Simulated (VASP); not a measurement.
Level of theory: PBEsol GGA, VASP's PBE PAW potentials (set 64) (plane waves; VASP).

VASP input:

### KPOINTS
```
k-points along high-symmetry lines
8
Line-mode
Reciprocal
  0.000000   0.000000   0.000000 ! GAMMA
 -0.500000  -0.500000   0.000000 ! Y

 -0.500000  -0.500000   0.000000 ! Y
 -0.625000  -0.375000   0.000000 ! C_0

 -0.375000   0.375000   0.000000 ! SIGMA_0
  0.000000   0.000000   0.000000 ! GAMMA

  0.000000   0.000000   0.000000 ! GAMMA
  0.500000   0.500000   0.500000 ! Z

  0.500000   0.500000   0.500000 ! Z
  0.125000   0.875000   0.500000 ! A_0

 -0.125000   0.125000   0.500000 ! E_0
  0.000000   0.000000   0.500000 ! T

  0.000000   0.000000   0.500000 ! T
 -0.500000  -0.500000   0.000000 ! Y

  0.000000   0.000000   0.000000 ! GAMMA
 -0.500000   0.000000   0.000000 ! S

 -0.500000   0.000000   0.000000 ! S
  0.000000   0.500000   0.500000 ! R

  0.000000   0.500000   0.500000 ! R
  0.500000   0.500000   0.500000 ! Z

  0.500000   0.500000   0.500000 ! Z
  0.000000   0.000000   0.500000 ! T
```

**INCAR**
```
ALGO = Normal
EDIFF = 1E-7
ENCUT = 520
GGA = PS
ICHARG = 11
ISMEAR = 0
LASPH = .True.
LCHARG = .False.
LMAXMIX = 4
LORBIT = 11
LREAL = .False.
LWAVE = .False.
NELM = 100
PREC = Accurate
SIGMA = 0.05
SYSTEM = GaIn3N4
```

POSCAR:
```
GaIn3N4
1
   -0.0055096071     4.8642392195     4.8767541541
    4.8642392195    -0.0055096071     4.8767541541
    2.4293648061     2.4293648061    -0.0000000000
In N Ga
3 4 1
Direct
  0.9993578041   0.9993578041   0.0012843916
  0.9996809672   0.5006077123   0.9997113205
  0.5006077123   0.9996809672   0.9997113205
  0.1250933830   0.1250933830   0.2498132342
  0.1483456014   0.6174365987   0.2342177998
  0.6174365987   0.1483456014   0.2342177998
  0.6107920052   0.6107920052   0.2784159895
  0.4986859280   0.4986859280   0.0026281440
```

POTCAR, in this order: In_d N Ga_d (PBE.64 set). Program: vasp_std. Read from the step before: CHGCAR.

What VASP printed:

OSZICAR:
```
       N       E                     dE             d eps       ncg     rms          rms(c)
DAV:   1     0.823365947188E+03    0.82337E+03   -0.34090E+04  7684   0.254E+03
DAV:   2     0.108249696690E+03   -0.71512E+03   -0.69881E+03  7664   0.634E+02
DAV:   3    -0.338606816709E+02   -0.14211E+03   -0.13755E+03  8816   0.246E+02
DAV:   4    -0.460400891444E+02   -0.12179E+02   -0.12041E+02  9880   0.693E+01
DAV:   5    -0.463817018060E+02   -0.34161E+00   -0.34052E+00 11072   0.129E+01
DAV:   6    -0.463948390752E+02   -0.13137E-01   -0.13128E-01 11479   0.210E+00
DAV:   7    -0.463952062897E+02   -0.36721E-03   -0.36715E-03 11532   0.379E-01
DAV:   8    -0.463952247908E+02   -0.18501E-04   -0.18501E-04 12063   0.731E-02
DAV:   9    -0.463952253477E+02   -0.55697E-06   -0.55660E-06 10907   0.132E-02
DAV:  10    -0.463952253804E+02   -0.32642E-07   -0.32390E-07  7756   0.300E-03
   1 F= -.46395225E+02 E0= -.46393682E+02  d E =-.308698E-02
```

**OUTCAR**
```
 val. band max:        6.2399903960   @ k =  -0.0536   0.0536   0.0000

 cond. band min:       6.2477036557   @ k =   0.0000   0.0000   0.0000



 k-point     1 :       0.0000    0.0000    0.0000
  band No.  band energies     occupation
      1      -8.8031      2.00000
      2      -8.7116      2.00000
      3      -8.5814      2.00000
      4      -8.4871      2.00000
      5      -7.3048      2.00000
      6      -7.2683      2.00000
      7      -7.2682      2.00000
      8      -7.2300      2.00000
      9      -7.1685      2.00000
     10      -7.1143      2.00000
     11      -7.0955      2.00000
     12      -7.0780      2.00000
     13      -6.9343      2.00000
     14      -6.8999      2.00000
     15      -6.8385      2.00000
     16      -6.8225      2.00000
     17      -6.7253      2.00000
     18      -6.6974      2.00000
     19      -6.6754      2.00000
     20      -6.6361      2.00000
     21      -6.5735      2.00000
     22      -5.3039      2.00000
     23      -5.2656      2.00000
     24      -4.7448      2.00000
     25      -0.2229      2.00000
     26       0.1421      2.00000
     27       0.9108      2.00000
     28       3.7107      2.00000
     29       3.7211      2.00000
     30       5.1292      2.00000
     31       5.1936      2.00000
     32       5.3062      2.00000
     33       5.5107      2.00000
     34       6.0537      2.00000
     35       6.1523      1.98928
     36       6.1846      1.89888
     37       6.2477      0.88415
     38       9.0732      0.00000
     39       9.4019      0.00000
     40       9.5794      0.00000
     41      12.1130      0.00000
     42      13.1197      0.00000
     43      13.1891      0.00000

 k-point     2 :      -0.0714   -0.0714    0.0000
  band No.  band energies     occupation
      1      -8.7994      2.00000
      2      -8.7072      2.00000
      3      -8.5800      2.00000
      4      -8.4843      2.00000
      5      -7.3030      2.00000
      6      -7.2663      2.00000
...
```

The density is held fixed in this step, so its total energy and stress have no physical meaning. Unless said otherwise, spin-orbit coupling is left out, though it shifts the bands of the heavy elements here.

The structure was generated: GaIn3N4 was put into an ordered model structure (Amm2), which need not be its known phase. It was relaxed first.
